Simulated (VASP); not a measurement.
The system is HgTe.

```xyz
2
Lattice="0.0000 3.2145 3.2145 3.2145 0.0000 3.2145 3.2145 3.2145 0.0000" Properties=species:S:1:pos:R:3 pbc="T T T"
Hg    0.0000    0.0000    0.0000
Te    1.6073    1.6073    1.6073
```

| Property | Result |
| --- | --- |
| Program | VASP 6.6.1 |
| Task | relaxation of cell and atoms |
| Functional | PBEsol |
| Potentials or basis | VASP PAW PBE potentials, release 64 (Hg, Te) |
| Cutoff | 600 eV |
| k mesh | 10 × 10 × 10 |
| Occupations | gaussian, width 0.03 eV |
| Spin | no spin polarisation |

At the start: pressure 1.9 GPa; volume 33.22 Å³/atom.

Where does the relaxation end?

Over 3 steps the energy falls by 7.7 meV/atom and the volume is 34.58 Å³/atom (+4.1 %); space group F-43m (No. 216, to 0.05 Å).

Step by step:
| step | energy change (eV) | largest force (eV/Å) | pressure (GPa) | volume (Å³) |
| --- | --- | --- | --- | --- |
| 1 | 0.0000 | 0.0000 | 1.88 | 66.43 |
| 2 | -0.0133 | 0.0000 | -0.63 | 70.26 |
| 3 | -0.0155 | 0.0000 | 0.00 | 69.17 |

Final structure:
```
CELL_PARAMETERS angstrom
0.00000 3.25801 3.25801
3.25801 0.00000 3.25801
3.25801 3.25801 0.00000
ATOMIC_POSITIONS crystal
Hg 0.00000 0.00000 0.00000
Te 0.25000 0.25000 0.25000
```

Caveat: the PAW data sets were made with another functional, which shifts forces and pressure a little.
